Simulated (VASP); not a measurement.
Input:

```xyz
3
Lattice="4.2771 0.0000 0.0000 -2.1385 3.7041 0.0000 0.0000 0.0000 2.4626" Properties=species:S:1:pos:R:3 pbc="T T T"
Fe     0.0000     0.0000     0.0000
Si     0.0000     2.4694     1.2313
Si     2.1385     1.2347     1.2313
```
Starting moments (μB, in the order of the record's atoms Fe Si Si): 2.8 0.1 0.1.

These are r2SCAN meta-GGA, VASP's PBE PAW potentials (set 64) (plane waves; VASP 6.6.1) values and carry that method's errors. Settings: 400 eV cut-off, 9×9×14 Γ-centred mesh, tetrahedra with Blöchl corrections, potentials Fe Si.

The cores are frozen, which limits the accuracy of field gradients.

Give the principal components of the electric field gradient (V/Å²) and the asymmetry η at each nucleus.

```
atom   Vxx   Vyy    Vzz     η
----  ----  ----  -----  ----
Fe1   18.6  18.6  -37.1  0.00
Si2    3.8   3.8   -7.7  0.00
Si3    3.8   3.8   -7.7  0.00
```

The structure was generated: FeSi2 was put into the AlB2 type (P6/mmm), which need not be its known phase. It was relaxed first, which changed the volume by -47 %.
